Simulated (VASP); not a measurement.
Given:

```xyz
2
Lattice="3.6920 0.0000 0.0000 0.0000 3.6920 0.0000 0.0000 0.0000 3.6920" Properties=species:S:1:pos:R:3 pbc="T T T"
Pr     0.0000     0.0000     0.0000
Zn     1.8460     1.8460     1.8460
```

The numbers are results of PBEsol GGA, VASP's PBE PAW potentials (set 64) (plane waves; VASP), not measurements. Numerical set-up: 400 eV cut-off, 9×9×9 Γ-centred mesh, first-order Methfessel-Paxton smearing of 0.10 eV, potentials Pr_3 Zn.

The 4f electrons are frozen in the core of the lanthanide potential, so 4f levels, which can set the real gap, and their magnetism are missing. Energy and stress use the plane-wave basis of the starting cell.

Task: The ions, cell shape and volume are relaxed. What does this cell relax into?

Result: 
```xyz
2
Lattice="3.6425 0.0000 0.0000 0.0000 3.6425 0.0000 0.0000 0.0000 3.6425" Properties=species:S:1:pos:R:3 pbc="T T T"
Pr     0.0000     0.0000     0.0000
Zn     1.8213     1.8213     1.8213
```
Space group Pm-3m (221), at a tolerance of 0.03 Å.

Task: How do energy and volume change from the first to the last step?

Result: The energy (σ→0) changes by -6.9 meV/atom and the volume by -4.0 %, in 3 ionic steps.

| step | E(σ→0) (eV) | max force (eV/Å) | pressure (GPa) | volume (Å³) |
|---|---|---|---|---|
| 1 | -7.3243 | 0.000 | -2.16 | 50.33 |
| 2 | -7.3373 | 0.000 | 0.53 | 47.90 |
| 3 | -7.3381 | 0.000 | 0.01 | 48.33 |

The structure comes from a measured PrZn entry (Pm-3m) of the Crystallography Open Database, whose conditions weren't checked. This run relaxes it. Symmetry was kept, so distortions that lower it aren't found. The electron count is odd and the run is not spin-polarised, which forces a metal.
